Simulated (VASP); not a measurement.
```
CELL_PARAMETERS angstrom
      0.00000     2.14488     2.14488
      2.14488     0.00000     2.14488
      2.14488     2.14488     0.00000
ATOMIC_POSITIONS crystal
  Ti 0.00000 0.00000 0.00000
  C  0.50000 0.50000 0.50000
```

Calculation: AM05 GGA, VASP's PBE PAW potentials (set 64) (plane waves; VASP). Numerical set-up: 520 eV cut-off, Gaussian smearing of 0.050 eV, potentials Ti_sv C.

Problem. Give the energies of bands 6 to 11 at the high-symmetry points, in eV from the Fermi level.

Solution. 
```tsv
band	Γ	X	U	L	W
6	0.65	-3.50	-3.60	-6.04	-3.25
7	0.65	-1.80	-3.44	-3.01	-3.25
8	0.65	-0.02	-1.77	-3.01	-2.79
9	1.73	-0.02	1.47	3.01	2.87
10	1.73	2.83	3.24	3.01	2.87
11	1.73	3.64	3.97	4.25	3.65
```

It has no gap at this level: it comes out as a metal or semimetal.

The compound is TiC in the rock salt structure. It was relaxed first.
